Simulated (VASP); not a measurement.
# MnAl15N16 (a cell with a defect) in VASP: a series of runs, part 2 of 2

VASP 6.6.1.

## (3) Single point, PBEsol+U, collinear spin, ferromagnetic start

INCAR reads:

```
SYSTEM = MnAl15N16
  ALGO = Normal
  EDIFF = 1E-5
  ENCUT = 450
  GGA = PS
  ISIF = 2
  ISMEAR = 0
  ISPIN = 2
  ISYM = 0
  LASPH = .True.
  LCHARG = .False.
  LDAU = .True.
  LDAUJ = 0 0 0
  LDAUL = 2 -1 -1
  LDAUPRINT = 1
  LDAUTYPE = 2
  LDAUU = 3.5 0 0
  LMAXMIX = 4
  LORBIT = 11
  LREAL = Auto
  LWAVE = .False.
  MAGMOM = 4 0 0 0 0 0 0 0 0 0 0 0 0 0 0 0 0 0 0 0 0 0 0 0 0 0 0 0 0 0 0 0
  NELM = 120
  PREC = Accurate
  SIGMA = 0.03
```

KPOINTS reads:

```
k-points
0
Gamma
  3 3 2
  0 0 0
```

POSCAR reads:

```
MnAl15N16                               
1.0
    6.2200008610      0.0000000000      0.0000000000
   -3.1100004305      5.3866787572      0.0000000000
    0.0000000000      0.0000000000      9.9600000000
  Mn              Al              N             
     1    15    16
Direct
     0.3330762431562962    0.1665365158175536    0.9988610510920432
     0.3313572208112633    0.1643033741996893    0.4979386567749268
     0.3331274333893787    0.6661599404551435    0.0009877170846558
     0.3316748130877128    0.6647845289027577    0.4995214817860239
     0.8315431947616121    0.1640093261820185    0.0005982241232245
     0.8309059247137907    0.1634104646648475    0.4994136625136762
     0.8313421606455893    0.6661099333546526    0.0007768403697934
     0.8308141784445071    0.6647387553348538    0.4994912044735458
     0.1635352828978874    0.3306655057298309    0.2516586262132951
     0.1646263068114540    0.3326439671237771    0.7465384081109970
     0.1635264204691184    0.8296719247802734    0.2516608219615260
     0.1647542031111857    0.8312655398204433    0.7468109604889148
     0.6650820514258348    0.3307165466750891    0.2516195910703015
     0.6669689862561279    0.3325118109214182    0.7464228061601140
     0.6637637808375519    0.8301357431348699    0.2499192950558939
     0.6648429385470133    0.8314322859093800    0.7491307621051325
     0.3307098656001514    0.1635495204247751    0.2014523324809695
     0.3322060602692402    0.1655185472908470    0.6895588419262717
     0.3302164813099266    0.6635855554696480    0.1911908870747641
     0.3330042487251584    0.6660975771254610    0.6892711749872680
     0.8309718647000732    0.1638120418300778    0.1909751053571135
     0.8310908762606688    0.1631159514098721    0.6891340183552338
     0.8308088347504847    0.6635368260221173    0.1910860645374487
     0.8313251984564252    0.6660287528629359    0.6892454215898052
     0.1638915642547343    0.3318001642227215    0.4420090696827149
     0.1592784269341402    0.3389702684521529    0.9364170264108260
     0.1635040526796286    0.8294265240290803    0.4419640897360733
     0.1594629727893266    0.8203679788770430    0.9370575624315507
     0.6661390064956535    0.3316407491736231    0.4419833983070313
     0.6791865729306379    0.3390733961728343    0.9361244146743596
     0.6642219068083092    0.8306806496475074    0.4398534872108313
     0.6651599276691225    0.8318483339827065    0.9406849958536884
```

Potentials or basis: VASP PAW PBE potentials, release 64 (Mn_pv, Al, N).

Started as:

```sh
$ cat potpaw_PBE.64/Mn_pv/POTCAR potpaw_PBE.64/Al/POTCAR potpaw_PBE.64/N/POTCAR > POTCAR
$ mpirun -np 1 vasp_std > vasp.out
```

OUTCAR:

```text
SYSTEM = MnAl15N16
   EDIFF = 1E-5
   ENCUT = 450
   GGA = PS
   ISIF = 2
   ISMEAR = 0
   ISPIN = 2
   ISYM = 0
   LASPH = .True.
   LORBIT = 11
   LREAL = Auto
   NELM = 120
   PREC = Accurate

 ion  position               nearest neighbor table
   1  0.333  0.167  0.999-  28 1.96  26 1.97  30 1.97  17 2.02  13 3.09  14 3.09  10 3.09  12 3.09
                             9 3.09   7 3.10  11 3.10   3 3.11   5 3.11   5 3.11   3 3.11   7 3.12
   2  0.331  0.164  0.498-  29 1.89  27 1.89  25 1.89  18 1.91  13 3.04   9 3.04  11 3.04  12 3.06
                            10 3.06  14 3.06   4 3.11   8 3.11   6 3.11   6 3.11   8 3.11   4 3.11
   3  0.333  0.666  0.001-  26 1.88  28 1.88  32 1.89  19 1.89  15 3.05  11 3.07  16 3.08   9 3.08
[... 1991 lines left out ...]
      4.66213      0.88347      0.00596        -0.000320     -0.000421     -0.004593
      4.66003      0.88024      4.97416         0.002873      0.003282      0.010827
[... 24 lines left out ...]
      1.54804      4.47461      4.38094        -0.000030      0.011602     -0.008348
      1.55025      4.48090      9.36922        -0.008132      0.004703     -0.002664
 -----------------------------------------------------------------------------------
    total drift:                               -0.007481     -0.015590      0.023222

  FREE ENERGIE OF THE ION-ELECTRON SYSTEM (eV)
  ---------------------------------------------------
  free  energy   TOTEN  =      -250.3962864397 eV

  energy  without entropy=     -250.3956091709  energy(sigma->0) =     -250.39594781

 total charge

# of ion       s       p       d       tot
------------------------------------------
    1        0.350   6.356   4.956  11.662
    2        0.369   0.442   0.000   0.811
    3        0.371   0.449   0.000   0.820
    4        0.371   0.449   0.000   0.820
    5        0.371   0.448   0.000   0.819
    6        0.371   0.449   0.000   0.820
[... 24 lines left out ...]
   31        1.223   2.619   0.000   3.843
   32        1.223   2.614   0.000   3.838
--------------------------------------------------
tot         25.527  54.768   4.956  85.252

 magnetization (x)

# of ion       s       p       d       tot
------------------------------------------
    1        0.027   0.047   3.849   3.923
    2        0.000   0.001   0.000   0.001
    3        0.004   0.004   0.000   0.008
    4        0.000   0.000   0.000   0.000
    5        0.004   0.004   0.000   0.008
    6        0.000   0.000   0.000   0.000
[... 24 lines left out ...]
   31        0.000   0.001   0.000   0.001
   32        0.000   0.001   0.000   0.001
--------------------------------------------------
tot          0.052  -0.145   3.849   3.756
```

stdout:

```text
POSCAR found type information on POSCAR MnAlN
 POSCAR found :  3 types and      32 ions
 scaLAPACK will be used
 -----------------------------------------------------------------------------
|                                                                             |
|                                                                             |
|     You enforced a specific xc type in the INCAR file but a different       |
|     I HOPE YOU KNOW WHAT YOU ARE DOING!                                     |
|                                                                             |
 -----------------------------------------------------------------------------

 LDA part: xc-table for (Slater+PW92), standard interpolation
 POSCAR, INCAR and KPOINTS ok, starting setup
 FFT: planning ... GRIDC
 FFT: planning ... GRID_SOFT
 FFT: planning ... GRID
 WAVECAR not read
 entering main loop
```

Run time: 12 min. Hardware: 1 thread of Intel Xeon 6975P-C (Granite Rapids), shared host; peak memory 0.69 GiB.

What came out:

```yaml
Free_energy: -250.3963 eV
Largest_force: 0.029 eV/Å
Band_gap_on_the_k_mesh: none (metal or under the smearing width)
Net_moment: 4.00 μB per cell
Site_moments: Mn +3.92; Al +0.00, +0.01; N +0.00, +0.01, -0.00, -0.08, -0.07 μB
Valence_electrons_inside_the_program's_atomic_spheres: Mn 11.66; Al 0.81, 0.82; N 3.82, 3.83, 3.84, 3.85, 3.81, 3.80
```

Forces in eV/Å, atoms in the order of the input:
```
Mn  -0.014 -0.024 -0.011
Al  -0.010  0.010 -0.011
Al   0.002 -0.006 -0.021
Al   0.006 -0.002  0.004
Al   0.000  0.000 -0.005
Al   0.003  0.003  0.011
Al   0.015 -0.002 -0.004
Al   0.002 -0.003  0.010
Al  -0.005  0.025 -0.006
Al  -0.004 -0.003  0.010
Al   0.005 -0.019 -0.003
Al   0.004 -0.026  0.011
Al   0.013  0.016 -0.009
Al  -0.006  0.006  0.006
Al   0.015  0.020 -0.012
Al   0.006  0.006  0.025
N   -0.003  0.010  0.014
N   -0.006 -0.005  0.008
N    0.010  0.002 -0.008
N    0.020  0.002  0.005
N   -0.011  0.018 -0.005
N   -0.005  0.000  0.010
N   -0.001  0.002 -0.008
N   -0.020  0.005  0.007
N   -0.010 -0.006 -0.007
N    0.000 -0.013  0.007
N    0.010 -0.003 -0.003
N   -0.001 -0.018 -0.013
N    0.007  0.005 -0.008
N   -0.014 -0.017  0.017
N    0.000  0.012 -0.008
N   -0.008  0.005 -0.003
```

Eigenvalues of the final occupation matrices:
```tsv
site	spin	trace	eigenvalues
site 1 d	1	4.42	0.81 0.81 0.92 0.94 0.94
site 1 d	2	0.56	0.05 0.05 0.15 0.16 0.16
```

Caveat: the k mesh is coarse (spacing up to 0.39 Å⁻¹), so the values aren't converged; the PAW data sets were made with another functional, which shifts forces and pressure a little; only a ferromagnetic start was run, and an antiferromagnetic order may lie lower in energy.

## (4) Single point, PBEsol+U, collinear spin, ferromagnetic start

INCAR: that of step 3 with these lines changed.

```diff
@@ -16,3 +16,3 @@
   LDAUTYPE = 2
-  LDAUU = 3.5 0 0
+  LDAUU = 5.5 0 0
   LMAXMIX = 4
@@ -23,2 +23,3 @@
   NELM = 120
+  NUPDOWN = 4
   PREC = Accurate
```

KPOINTS is that of step 3.

POSCAR is that of step 3.

Started as:

```sh
$ cat potpaw_PBE.64/Mn_pv/POTCAR potpaw_PBE.64/Al/POTCAR potpaw_PBE.64/N/POTCAR > POTCAR
$ mpirun -np 1 vasp_std > vasp.out
```

Wall time 11 min (1 thread of Intel Xeon 6975P-C (Granite Rapids), shared host); peak memory 0.69 GiB.

It converged, with:

```
Free energy                                           : -249.4959 eV
Largest force                                         : 0.417 eV/Å
Net moment                                            : 4.00 μB per cell
Site moments                                          : Mn +4.13; Al +0.00, +0.01; N -0.02, +0.00, -0.00, -0.11 μB
Valence electrons inside the program's atomic spheres : Mn 11.66; Al 0.81, 0.82; N 3.82, 3.83, 3.84, 3.85, 3.81
```

Forces in eV/Å, atoms in the order of the input:
```
Mn  -0.011 -0.014  0.071
Al  -0.010  0.010 -0.035
Al  -0.012 -0.014 -0.024
Al   0.005 -0.002  0.001
Al   0.000  0.016 -0.008
Al   0.003  0.004  0.008
Al   0.029 -0.010 -0.007
Al   0.003 -0.003  0.007
Al   0.026  0.007  0.003
Al  -0.026  0.010  0.008
Al   0.005  0.017  0.006
Al   0.004 -0.050  0.010
Al  -0.018 -0.002 -0.001
Al   0.016  0.018  0.004
Al   0.015  0.020 -0.007
Al   0.006  0.006  0.018
N   -0.003  0.010  0.307
N   -0.006 -0.004  0.033
N    0.013  0.003 -0.014
N    0.024  0.004  0.002
N   -0.011  0.015 -0.011
N   -0.005 -0.004  0.007
N   -0.003  0.003 -0.014
N   -0.024  0.007  0.004
N   -0.016 -0.003  0.005
N   -0.321  0.168 -0.122
N    0.010 -0.010  0.009
N   -0.002 -0.391 -0.146
N    0.013  0.008  0.005
N    0.305  0.165 -0.111
N    0.000  0.012 -0.009
N   -0.008  0.005  0.001
```

Eigenvalues of the final occupation matrices:
```
    site  spin  trace               eigenvalues
site 1 d     1   4.52  0.84 0.84 0.94 0.95 0.95
site 1 d     2   0.46  0.04 0.04 0.12 0.13 0.13
```

Caveat: the k mesh is coarse (spacing up to 0.39 Å⁻¹), so the values aren't converged; the PAW data sets were made with another functional, which shifts forces and pressure a little; the total moment is fixed, so each spin has its own Fermi level; only a ferromagnetic start was run, and an antiferromagnetic order may lie lower in energy.

## (5) The runs side by side

| task | U | fixed moment (μB) | cell | moment (μB) | largest force (eV/Å) |
| --- | --- | --- | --- | --- | --- |
| relaxation of the atoms | Mn d U = 3.5 eV | 4 | atoms relaxed from: atoms moved at random, drawn with an rms of 0.05 Å | 4.00 | 0.03 |
| single point | Mn d U = 3.5 eV | - | as given | 4.00 | 0.03 |
| single point | Mn d U = 5.5 eV | 4 | as given | 4.00 | 0.42 |

Alike in all rows: level PBEsol+U; potentials or basis VASP PAW PBE potentials, release 64 (Mn_pv, Al, N); spin collinear, ferromagnetic start; k mesh 3 × 3 × 2; cutoff (eV) 450; smearing gaussian 0.03 eV; the mesh is coarse, so values aren't converged.

Caveats: all runs use coarse meshes; the PAW data sets were made with another functional, which shifts forces and pressure a little; only a ferromagnetic start was run, and an antiferromagnetic order may lie lower in energy; the total moment is fixed, so each spin has its own Fermi level (some runs).

Total energies depend on the potentials used, so only differences within one code and one set of settings carry meaning.
